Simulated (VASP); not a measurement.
Data:

```
Rh
1.0
    0.00000     1.87031     1.87031
    1.87031     0.00000     1.87031
    1.87031     1.87031     0.00000
Rh
1
Direct
  0.00000   0.00000   0.00000
```

Level of theory: PBEsol GGA, VASP's PBE PAW potentials (set 64) (plane waves; VASP 6.6.1). Run with 500 eV cut-off, 17×17×17 Γ-centred mesh, first-order Methfessel-Paxton smearing of 0.10 eV, potentials Rh_pv.

Energy and stress use the plane-wave basis of the starting cell.

Problem. The ions, cell shape and volume at an external pressure of 20.0 GPa are relaxed. What does this cell relax into?

Solution. 
```
Rh
1.0
    0.00000     1.85347     1.85347
    1.85347     0.00000     1.85347
    1.85347     1.85347     0.00000
Rh
1
Direct
  0.00000   0.00000   0.00000
```
Space group Fm-3m (225), at a tolerance of 0.03 Å.

Problem. How do energy and volume change from the first to the last step?

Solution. The energy (σ→0) changes by +32.4 meV/atom and the volume by -2.7 %, in 4 ionic steps.

The compound is Rh in the fcc structure. This run relaxes it under an external pressure of 20 GPa. Symmetry was kept, so distortions that lower it aren't found.
